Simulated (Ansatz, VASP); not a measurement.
# GeH2 (rutile type (invented)): VASP beside Ansatz, part 2 of 2

Aim: how closely do two programs agree when they are given the same cell, functional and k mesh? The cell is generated by rule, not measured, and may not be a known phase. Of the first pair: The two relaxations start from unlike cells of this crystal (the structure described is Ansatz's start), so only their ends are compared.

VASP 6.6.1 and Ansatz 0.2.0.

So far: The starting structure; VASP: relaxation of cell and atoms, LDA, pair 1; Ansatz: relaxation of cell and atoms, LDA, pair 1; Comparison.

## (5) VASP: relaxation of cell and atoms, LDA, pair 2

Level of this step: LDA; plane waves and PAW (Ge_d, H); invented cell (VASP).

The relaxed volume is the usual yardstick between codes: in a stiff, nearly cubic crystal its relative difference is about their pressure difference at one cell divided by the bulk modulus. Its start cell is another than that of the pair before, and may be another structure of the material.

INCAR

```
SYSTEM = GeH2
PREC = Accurate
ENCUT = 500
EDIFF = 1E-07
NELM = 120
ISMEAR = 0
SIGMA = 0.1
LREAL = .FALSE.
ALGO = Normal
GGA = CA
NBANDS = 22
LORBIT = 11
LWAVE = .FALSE.
LCHARG = .FALSE.
ISIF = 3
IBRION = 2
NSW = 80
EDIFFG = -0.005
LASPH = .TRUE.
GGA_COMPAT = .FALSE.
NELMIN = 4
KPAR = 2
```

POSCAR

```
GeH2
1.0
    4.2744220000      0.0000000000      0.0000000000
    0.0000000000      4.2744220000      0.0000000000
    0.0000000000      0.0000000000      3.2414370000
Ge H
2 4
Direct
    0.0000000000      0.0000000000      0.0000000000
    0.5000000000      0.5000000000      0.4999998457
    0.3104045412      0.3104045412      0.0000000000
    0.6895952248      0.6895952248      0.0000000000
    0.8104045412      0.1895952248      0.4999998457
    0.1895952248      0.8104045412      0.4999998457
```

KPOINTS

```
Automatic mesh
0
Gamma
8 8 12
0 0 0
```

The projector-augmented-wave data sets are Ge_d and H (LDA family, release 64).

Run with:

```console
> mpirun -np 2 vasp_std
```

Numbers of over 12 decimals in the logs are rounded to 6 here.

Log:

```text
[... set-up lines as in an earlier step ...]
 entering main loop
       N       E                     dE             d eps       ncg     rms          rms(c)
DAV:   1     0.210095381300E+03    0.21010E+03   -0.15866E+04  5184   0.342E+03
DAV:   2     0.982377597648E+01   -0.20027E+03   -0.19224E+03  4650   0.632E+02
DAV:   3    -0.210115608354E+02   -0.30835E+02   -0.30335E+02  5562   0.150E+02
DAV:   4    -0.221218983101E+02   -0.11103E+01   -0.11089E+01  5016   0.320E+01
[...]
DAV:  12    -0.216048293056E+02    0.43238E-05   -0.11990E-05  5666   0.437E-02    0.309E-03
DAV:  13    -0.216048292544E+02    0.51141E-07   -0.15657E-06  5700   0.903E-03    0.109E-03
DAV:  14    -0.216048292552E+02   -0.79126E-09   -0.24835E-08  2688   0.141E-03
   1 F= -.21604829E+02 E0= -.21601495E+02  d E =-.216048E+02
[... from here on, the cycles between the ionic steps are left out ...]
   2 F= -.21605682E+02 E0= -.21602349E+02  d E =-.852668E-03
   3 F= -.21606190E+02 E0= -.21602848E+02  d E =-.136076E-02
   4 F= -.21606863E+02 E0= -.21603509E+02  d E =-.673331E-03
   5 F= -.21608365E+02 E0= -.21605055E+02  d E =-.217495E-02
   6 F= -.21608724E+02 E0= -.21605621E+02  d E =-.253426E-02
   7 F= -.21609066E+02 E0= -.21605902E+02  d E =-.287631E-02
   8 F= -.21609065E+02 E0= -.21605915E+02  d E =-.287506E-02
   9 F= -.21609068E+02 E0= -.21605911E+02  d E =-.287794E-02
  10 F= -.21609257E+02 E0= -.21606025E+02  d E =-.189450E-03
 trial-energy change:   -0.000189  1 .order   -0.000184   -0.000342   -0.000026
 step:   3.2609(harm=  3.2856)  dis= 0.00292  next Energy=   -21.609258 (dE=-0.190E-03)
 reached required accuracy - stopping structural energy minimisation
```

From OUTCAR (step 5):

```text
  Total       -0.0017748     -0.0017748     -0.0132644      0.0000000      0.0000000      0.0000000
  in kB       -0.0478286     -0.0478286     -0.3574527      0.0000000      0.0000000      0.0000000
  external PRESSURE =      -0.1510367 kB  Pullay stress =       0.0000000 kB

 POSITION                                       TOTAL-FORCE (eV/Angst)
 -----------------------------------------------------------------------------------
      0.00000      0.00000      0.00000         0.000000      0.000000      0.000000
      2.16177      2.16177      1.59027         0.000000      0.000000      0.000000
      1.32516      1.32516      0.00000        -0.001184     -0.001184      0.000000
      2.99838      2.99838      0.00000         0.001184      0.001184      0.000000
      3.48693      0.83660      1.59027        -0.001184      0.001184      0.000000
      0.83660      3.48693      1.59027         0.001184     -0.001184      0.000000
 -----------------------------------------------------------------------------------
    total drift:                                0.000052      0.000052      0.000288

  FREE ENERGIE OF THE ION-ELECTRON SYSTEM (eV)
  ---------------------------------------------------
  free  energy   TOTEN  =       -21.6092573988 eV

  energy  without entropy=      -21.6027916309  energy(sigma->0) =      -21.60602451

[... 1 part as in an earlier step ...]

[... 3 further parts left out ...]
[key lines of the parts left out:]
E-fermi :   4.3414
```

## (6) Ansatz: relaxation of cell and atoms, LDA, pair 2

The same cell, functional (in two slightly different forms), mesh and smearing now go to Ansatz, which takes its cutoff from its data sets.

The cell is taken from a series of runs on this material, whose earlier steps may have relaxed, scaled, displaced or heated it; both programs get it as it stands.

input.yaml

```yaml
crystal:
  lattice:
    - [4.2744216963, 0.0, 0.0]
    - [0.0, 4.2744216963, 0.0]
    - [0.0, 0.0, 3.2414367887]
  atoms:
    - { symbol: Ge, position: [0.0, 0.0, 0.0] }
    - { symbol: Ge, position: [0.5, 0.5, 0.5] }
    - { symbol: H, position: [0.3104046766, 0.3104046766, 0.0] }
    - { symbol: H, position: [0.6895953234, 0.6895953234, 0.0] }
    - { symbol: H, position: [0.8104046766, 0.1895953234, 0.5] }
    - { symbol: H, position: [0.1895953234, 0.8104046766, 0.5] }
kpoints:
  mp_grid: { grid: [8, 8, 12] }
hamiltonian:
  xc: lda
scf:
  occupations: { method: gaussian, width: 0.1 }
output:
  forces: true
  stress: true
  eigenvalues: true
  write_density: true
  write_potential: true
  elf: true
  volumetric_format: npy
relax:
  adjacent_minimum: "off"
  f_tol: 0.005
  max_steps: 80
  cell: { stress_tol: 0.05 }
```

Run with:

```console
> ansatz run input.yaml --threads 4 --pin off --max-ram 9216MiB --backend cpu --events-out ev --progress --plain --runs-dir out
```

Log:

```text
[...]
Crystal: 6 atoms, lattice volume = 59.223 Å³
Basis set: ecut = 420 eV, 1131 PW (Γ)
Bands: 22, of which v1, the nominal top of the filled ones, is band 16 counted from 1 (15 counted from 0)
Symmetry: 16 space group operations
[...]
k-points: 105 of 768
[...]
cell:  # Å, volume = 59.5412 Å³
    - [4.329960, 0, 0]
    - [0, 4.329960, 0]
    - [0, 0, 3.175776]
  atoms:
    - { symbol: Ge, position: [-1.690992372019207e-19, 0, 0] }
    - { symbol: Ge, position: [0.5, 0.5, 0.500000] }
    - { symbol: H, position: [0.306056, 0.306056, 0] }
    - { symbol: H, position: [0.693944, 0.693944, 0] }
    - { symbol: H, position: [0.806056, 0.193944, 0.500000] }
    - { symbol: H, position: [0.193944, 0.806056, 0.500000] }
[key lines of the parts left out:]
SCF converged after 5 iterations
Free energy (F): -8491.170085 eV
Fermi energy:    7.190948 eV
P = ⅓ Tr σ = 0.0188 GPa (0.188 kbar)
```

## (7) Side by side

Compared:

| quantity | Ansatz | VASP | difference |
| --- | --- | --- | --- |
| volume (Å³) | 59.54 | 59.45 | +0.15 % |
| edge a after relaxation, in the typed setting (Å) | 4.330 | 4.324 | +0.15 % |
| edge c after relaxation, in the typed setting (Å) | 3.176 | 3.180 | -0.15 % |

## (8) What came out

```yaml
difference_in_edge_c_after_relaxation_in_the_typed_setting_relaxation_of_cell_and_atoms_lda_pair_1: -0.83 %
difference_in_edge_a_after_relaxation_in_the_typed_setting_relaxation_of_cell_and_atoms_lda_pair_2: 0.15 %
```

**Reading.** The difference in edge c after relaxation, in the typed setting is -0.83 % (relaxation of cell and atoms, LDA, pair 1), within the 1.2 % picked in this series as the mark of a large difference, as far as the stopping tolerances let one tell. Such differences can come from data sets, numerical settings and the points named under the comparisons, not from the functional's error against experiment.

[Lines on the potential files, build, host, timing and source positions are cut from VASP's logs without a mark.]

[Logs are printed without paths, hosts, clocks, repeated set-up lines and the standing remarks that a program may print on its own settings, such as how far it seeks lower states.]

[Hosts, paths, dates, database ids (printed as entryN), source tags and the programs' standing remarks are cut or masked in the printed files.]
